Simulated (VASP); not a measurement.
An input for Quantum ESPRESSO's pw.x (written as the equivalent of a VASP run, and not itself run):

```
&CONTROL
  calculation = 'vc-relax'
  pseudo_dir = './pseudo'
  outdir = './out'
  tprnfor = .true.
  tstress = .true.
  nstep = 60
  forc_conv_thr = 0.00039
/
&SYSTEM
  ibrav = 0
  nat = 2
  ntyp = 2
  ecutwfc = 84
  occupations = 'smearing'
  smearing = 'gaussian'
  degauss = 0.003675
  input_dft = 'vdw-df2'
/
&ELECTRONS
  conv_thr = 7.3e-08
  electron_maxstep = 100
/
&IONS
/
&CELL
/
ATOMIC_SPECIES
  K 39.098 K.upf
  F 18.998 F.upf
CELL_PARAMETERS angstrom
     0.0000000    2.6750000    2.6750000
     2.6750000    0.0000000    2.6750000
     2.6750000    2.6750000    0.0000000
ATOMIC_POSITIONS crystal
  K    0.0000000  0.0000000  0.0000000
  F    0.5000000  0.5000000  0.5000000
K_POINTS automatic
  8 8 8 0 0 0
```

Q: Write the VASP files for the same calculation (vdW-DF2).

A: One answer among several that fit: 
### INCAR
```
AGGAC  =  0.0
ALGO  =  Normal
EDIFF  =  1E-6
EDIFFG  =  -0.01
ENCUT  =  520
GGA  =  ML
IBRION  =  2
ISIF  =  3
ISMEAR  =  0
LASPH  =  .TRUE.
LCHARG  =  .FALSE.
LREAL  =  .FALSE.
LUSE_VDW  =  .TRUE.
LWAVE  =  .FALSE.
NELM  =  100
NSW  =  60
PREC  =  Accurate
SIGMA  =  0.05
SYSTEM  =  KF
ZAB_VDW  =  -1.8867
```

File KPOINTS:
```
Regular mesh
0
Gamma
8 8 8
```

File POSCAR:
```
KF
1
    0.0000000000     2.6750000000     2.6750000000
    2.6750000000     0.0000000000     2.6750000000
    2.6750000000     2.6750000000     0.0000000000
K F
1 1
Direct
  0.0000000000   0.0000000000   0.0000000000
  0.5000000000   0.5000000000   0.5000000000
```

POTCAR, in this order: K_sv F (PBE.64 set). Program: vasp_std.

The two are equivalent in intent, not identical: the potentials are each code's own (VASP's PAW set, PseudoDojo norm-conserving files in pw.x), so ENCUT and ecutwfc are chosen apart and not converted; conv_thr bounds pw.x's estimated SCF error, while EDIFF bounds the energy change between steps; forc_conv_thr acts on force components and is met together with etot_conv_thr.

The compound is KF in the rock salt structure. This run relaxes it. Symmetry was kept, so distortions that lower it aren't found.
